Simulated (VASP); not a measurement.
# InSbO2 (P6_3/mmc) in VASP: notebook

Aim: see how the results for InSbO2 move with the level of theory and the settings. Levels: PBE, r2SCAN. Tasks: relaxation of cell and atoms, single point.

Program: VASP 6.6.1. These are calculated values, not measurements. Logs are shortened: lines on timing, memory, paths and dates and some standing lists are left out, and cuts for length are marked.

**1. The crystal as given**

The structure is hexagonal, space group P6_3/mmc (No. 194). Conventional cell: a = 3.348 Å, b = 3.348 Å, c = 13.627 Å, α = 90.00°, β = 90.00°, γ = 120.00°. In (site symmetry -3m) is surrounded by 6 O at 2.23 Å. Sb (site symmetry -6m2) is surrounded by 2 O at 2.30 Å. O (site symmetry 3m) is surrounded by 3 In at 2.23 Å and 1 Sb at 2.30 Å.

The cell was built by a generator and needn't be a form met in nature.

**2. Relaxation of cell and atoms, PBE**

INCAR

```
PREC     = Accurate       # precision mode
ENCUT    = 520            # plane-wave cutoff, eV
EDIFF    = 1E-6           # SCF threshold, eV
ISMEAR   = 0              # smearing method
SIGMA    = 0.1            # smearing width, eV
LREAL    = False          # projectors in reciprocal space
LASPH    = True           # aspherical terms in the spheres
NELM     = 120            # most SCF steps
ALGO     = Normal         # electronic algorithm
ISIF     = 3              # what is computed and relaxed
LWAVE    = False          # write WAVECAR
LCHARG   = False          # write CHGCAR
GGA      = PE             # functional
IBRION   = 2              # ionic algorithm
NSW      = 90             # ionic steps
EDIFFG   = -0.01          # ionic threshold
KPAR     = 4
```

KPOINTS

```
regular mesh
0
Gamma
  10 10 4
```

POSCAR

```
InSbO2
1.0
    3.3482368400      0.0000000000      0.0000000000
   -1.6741184200      2.8996581600      0.0000000000
    0.0000000000      0.0000000000     13.6270000000
In Sb O
2 2 4
Direct
    0.0000000000      0.0000000000      0.0000000000
    0.0000000000      0.0000000000      0.5000000000
    0.3333333300      0.6666666700      0.2500000000
    0.6666666700      0.3333333300      0.7500000000
    0.3333333300      0.6666666700      0.0811624000
    0.6666666700      0.3333333300      0.5811624000
    0.3333333300      0.6666666700      0.4188376000
    0.6666666700      0.3333333300      0.9188376000
```

Potentials or basis: VASP PAW PBE potentials, release 64 (In_d, Sb, O).

Launch:

```
$ cat potpaw_PBE.64/In_d/POTCAR potpaw_PBE.64/Sb/POTCAR potpaw_PBE.64/O/POTCAR > POTCAR
$ mpirun -np 4 vasp_std > vasp.out
```

OUTCAR:

```text
PREC = Accurate
   ENCUT = 520
   EDIFF = 1E-6
   ISMEAR = 0
   LREAL = False
   LASPH = True
   NELM = 120
   ISIF = 3
   GGA = PE
   IBRION = 2
   NSW = 90
   EDIFFG = -0.01

 ion  position               nearest neighbor table
   1  0.000  0.000  0.000-   5 2.23   8 2.23   5 2.23   8 2.23   8 2.23   5 2.23
   2  0.000  0.000  0.500-   6 2.23   7 2.23   7 2.23   6 2.23   6 2.23   7 2.23
   3  0.333  0.667  0.250-   5 2.30   7 2.30
   4  0.667  0.333  0.750-   6 2.30   8 2.30
   5  0.333  0.667  0.081-   1 2.23   1 2.23   1 2.23   3 2.30
   6  0.667  0.333  0.581-   2 2.23   2 2.23   2 2.23   4 2.30
   7  0.333  0.667  0.419-   2 2.23   2 2.23   2 2.23   3 2.30
   8  0.667  0.333  0.919-   1 2.23   1 2.23   1 2.23   4 2.30

  LATTYP: Found a hexagonal cell.
 ALAT       =     3.3482368400
 C/A-ratio  =     4.0699032509

  Lattice vectors:

 A1 = (   3.3482368400,   0.0000000000,   0.0000000000)
 A2 = (  -1.6741184200,   2.8996581600,   0.0000000000)
 A3 = (   0.0000000000,   0.0000000000,  13.6270000000)

Analysis of symmetry for initial positions (statically):
=====================================================================
 Subroutine PRICEL returns:
 Original cell was already a primitive cell.

 Routine SETGRP: Setting up the symmetry group for a
 hexagonal supercell.

 Subroutine GETGRP returns: Found 24 space group operations
 (whereof 12 operations were pure point group operations)
 out of a pool of 24 trial point group operations.

The static configuration has the point symmetry D_3d.
 The point group associated with its full space group is D_6h.

Analysis of symmetry for dynamics (positions and initial velocities):
=====================================================================
 Subroutine PRICEL returns:
 Original cell was already a primitive cell.

 Routine SETGRP: Setting up the symmetry group for a
 hexagonal supercell.

 Subroutine GETGRP returns: Found 24 space group operations
 (whereof 12 operations were pure point group operations)
 out of a pool of 24 trial point group operations.

The dynamic configuration has the point symmetry D_3d.
 The point group associated with its full space group is D_6h.

 Subroutine INISYM returns: Found 24 space group operations
 (whereof 12 operations are pure point group operations),
 and found     1 'primitive' translations

[... 114 lines left out ...]
   POTIM  = 0.5000    time-step for ionic-motion
   TEBEG  =    0.0;   TEEND  =   0.0 temperature during run
   PSTRESS=    0.0 pullay stress
   NELECT =      60.0000    total number of electrons
   NUPDOWN=      -1.0000    fix difference up-down
   EMIN   =  10.00;   EMAX   =-10.00  energy-range for DOS
   EFERMI =   0.00;   METHOD = LEGACY
   ISMEAR =     0;   SIGMA  =   0.10  broadening in eV -4-tet -1-fermi 0-gaus
   EFERMI_NEDOS =   21; number of points for ismear=-14 and -15
   IALGO  =     38    algorithm
   IMIX   =      4    mixing-type and parameters
     AMIX     =   0.40;   BMIX     =  1.00
     AMIX_MAG =   1.60;   BMIX_MAG =  1.00
  volume/ion in A,a.u.               =      16.54       111.60
  Fermi-wavevector in a.u.,A,eV,Ry     =   1.257779  2.376857 21.524509  1.582007
  Thomas-Fermi vector in A             =   2.391421
   LORBIT       =      0    0 simple, 1 ext, 2 COOP (PROOUT), +10 PAW based schemes
   GGA     = PE    functional components
   LHFCALC =     F    Hartree Fock is set to
   AEXX    =    0.0000 exact exchange contribution
   IVDW    =     0    specifies the selected vdW correction
   LEPSILON=     F    determine dielectric tensor
   LRPA    =     F    only Hartree local field effects (RPA)
 conjugate gradient relaxation of ions
 non-spin polarized calculation
 Gauss-broadening in eV      SIGMA  =   0.10
  energy-cutoff  :      520.00
  volume of cell :      132.30
 maximum number of plane-waves:      3597
 NGX is ok and might be reduce to    28
   NGX = 13   NGY = 13   NGZ = 51

--------------------------------------- Ionic step        1  -------------------------------------------

 number of electron      59.9999994 magnetization

 Free energy of the ion-electron system (eV)
  ---------------------------------------------------
  ext. energy  EPLUGINS =         0.00000000
  ---------------------------------------------------
  free energy    TOTEN  =       -42.67691318 eV

  energy without entropy =      -42.66788769  energy(sigma->0) =      -42.67240043

------------------------ aborting loop because EDIFF is reached ----------------------------------------

  FORCE on cell =-STRESS in cart. coord.  units (eV):
  Direction    XX          YY          ZZ          XY          YZ          ZX
  --------------------------------------------------------------------------------------
  -------------------------------------------------------------------------------------
  Total       -0.1505821     -0.1505821     -0.4591597      0.0000000      0.0000000      0.0000000
  in kB       -1.8235625     -1.8235625     -5.5604645      0.0000000      0.0000000      0.0000000
  external PRESSURE =      -3.0691965 kB  Pullay stress =       0.0000000 kB
[... 197 lines left out ...]
--------------------------------------- Ionic step        6  -------------------------------------------

 number of electron      59.9999998 magnetization

 Free energy of the ion-electron system (eV)
  ---------------------------------------------------
  ext. energy  EPLUGINS =         0.00000000
  ---------------------------------------------------
  free energy    TOTEN  =       -42.67961498 eV

  energy without entropy =      -42.67074597  energy(sigma->0) =      -42.67518047

 E-fermi :   7.4577     XC(G=0): -10.4551

 val. band max:        7.4429181296   @ k =   0.2000   0.1000   0.0000
 cond. band min:       7.4729358480   @ k =   0.2000   0.1000   0.2500
 fundamental gap:      0.0300177184
 Fermi energy:         7.4577236024

 k-point     1 :       0.0000    0.0000    0.0000
  band No.  band energies     occupation
      1     -12.2454      2.00000
      2     -12.2149      2.00000
      3     -11.2940      2.00000
      4     -11.2396      2.00000
      5      -7.3273      2.00000
      6      -7.3273      2.00000
[... 925 lines left out ...]
     35      11.0393      0.00000
     36      11.7759      0.00000

 [... further k-points ...]

------------------------ aborting loop because EDIFF is reached ----------------------------------------

  FORCE on cell =-STRESS in cart. coord.  units (eV):
  Direction    XX          YY          ZZ          XY          YZ          ZX
  --------------------------------------------------------------------------------------
  -------------------------------------------------------------------------------------
  Total        0.0166205      0.0166205     -0.0076176     -0.0000000      0.0000000      0.0000000
  in kB        0.2020786      0.2020786     -0.0926184     -0.0000000      0.0000000      0.0000000
  external PRESSURE =       0.1038463 kB  Pullay stress =       0.0000000 kB
[... 23 lines left out ...]
  FREE ENERGIE OF THE ION-ELECTRON SYSTEM (eV)
  ---------------------------------------------------
  free  energy   TOTEN  =       -42.6796149773 eV

  energy  without entropy=      -42.6707459720  energy(sigma->0) =      -42.67518047

 reached required accuracy - stopping structural energy minimisation
```

OSZICAR:

```text
N       E                     dE             d eps       ncg     rms          rms(c)
DAV:   1     0.705667953267E+03    0.70567E+03   -0.27123E+04  3024   0.189E+03
[... 46 lines left out ...]
       N       E                     dE             d eps       ncg     rms          rms(c)
DAV:   1    -0.426803677643E+02   -0.83634E-03   -0.32066E-02  3704   0.163E+00    0.216E-01
DAV:   2    -0.426797664407E+02    0.60132E-03   -0.20025E-03  3740   0.405E-01    0.776E-02
DAV:   3    -0.426796377538E+02    0.12869E-03   -0.26985E-04  4040   0.207E-01    0.393E-02
DAV:   4    -0.426796151450E+02    0.22609E-04   -0.57191E-05  4684   0.768E-02    0.200E-02
DAV:   5    -0.426796152247E+02   -0.79684E-07   -0.10593E-05  4192   0.266E-02    0.822E-03
DAV:   6    -0.426796149773E+02    0.24742E-06   -0.14926E-06  1836   0.151E-02
   6 F= -.42679615E+02 E0= -.42675180E+02  d E =-.839423E-04
```

CONTCAR:

```text
InSbO2
   1.00000000000000
     3.3425486478499593    0.0000000000000000    0.0000000000000000
    -1.6712743239249797    2.8947320411032154    0.0000000000000000
     0.0000000000000000    0.0000000000000000   13.6190574420026049
  In              Sb              O
     2     2     4
Direct
     1.0000000000000000    1.0000000000000000    1.0000000000000000
     1.0000000000000000    1.0000000000000000    0.5000000000000000
     0.3333333300000021    0.6666666699999979    0.2500000000000000
     0.6666666699999979    0.3333333300000021    0.7500000000000000
     0.3333333300000021    0.6666666699999979    0.0818714959304357
     0.6666666699999979    0.3333333300000021    0.5818714959304359
     0.3333333300000021    0.6666666699999979    0.4181285040695644
     0.6666666699999979    0.3333333300000021    0.9181285040695641

  0.00000000E+00  0.00000000E+00  0.00000000E+00
  0.00000000E+00  0.00000000E+00  0.00000000E+00
  0.00000000E+00  0.00000000E+00  0.00000000E+00
  0.00000000E+00  0.00000000E+00  0.00000000E+00
  0.00000000E+00  0.00000000E+00  0.00000000E+00
  0.00000000E+00  0.00000000E+00  0.00000000E+00
  0.00000000E+00  0.00000000E+00  0.00000000E+00
  0.00000000E+00  0.00000000E+00  0.00000000E+00
```

Wall time 2.1 min (4 MPI ranks of AMD EPYC 9R45 (Zen 5), shared host); peak memory 0.39 GiB.

Results:

```
Free energy                            : -42.6796 eV
Relaxed volume                         : 16.47 Å³/atom
Relaxed cell                           : a = 3.343 Å, b = 3.343 Å, c = 13.619 Å, α = 90.00°, β = 90.00°, γ = 120.00°
Space group after relaxing (to 0.05 Å) : P6_3/mmc (No. 194)
Energy gained by relaxing              : 0.3 meV/atom
Ionic steps                            : 6
Pressure after relaxing                : 0.0 GPa
Band gap on the k mesh                 : none (metal or under the smearing width)
```

The path:
| step | energy change (eV) | largest force (eV/Å) | pressure (GPa) | volume (Å³) |
| --- | --- | --- | --- | --- |
| 1 | 0.0000 | 0.1202 | -0.31 | 132.30 |
| 2 | -0.0021 | 0.0368 | 0.17 | 131.70 |
| 3 | -0.0021 | 0.0402 | 0.15 | 131.72 |
| 4 | -0.0026 | 0.0003 | -0.05 | 131.88 |
| 5 | -0.0026 | 0.0058 | -0.08 | 131.91 |
| 6 | -0.0027 | 0.0004 | 0.01 | 131.78 |

Final structure:
```xyz
8
Lattice="3.3425 0.0000 0.0000 -1.6713 2.8947 0.0000 0.0000 0.0000 13.6191" Properties=species:S:1:pos:R:3 pbc="T T T"
In    1.6713    2.8947   13.6191
In    1.6713    2.8947    6.8095
Sb    0.0000    1.9298    3.4048
Sb    1.6713    0.9649   10.2143
O     0.0000    1.9298    1.1150
O     1.6713    0.9649    7.9245
O     0.0000    1.9298    5.6945
O     1.6713    0.9649   12.5040
```

Levels at points of the mesh, in eV from the Fermi level:
```
           k point  band 28  band 29  band 30  band 31  band 32  band 33
(0.00, 0.00, 0.00)    -2.87    -1.53     1.00     1.39     3.35     3.88
(0.50, 0.00, 0.00)    -2.89    -2.82    -2.11     2.27     2.39     2.73
(0.00, 0.00, 0.50)    -2.90    -0.37    -0.37     2.55     2.55     4.31
(0.50, 0.00, 0.50)    -2.89    -2.64    -2.64     2.33     2.33     2.87
```

The run has no spin-orbit coupling, so splittings on Sb are missing.

(Continued in part 2 of 2.)
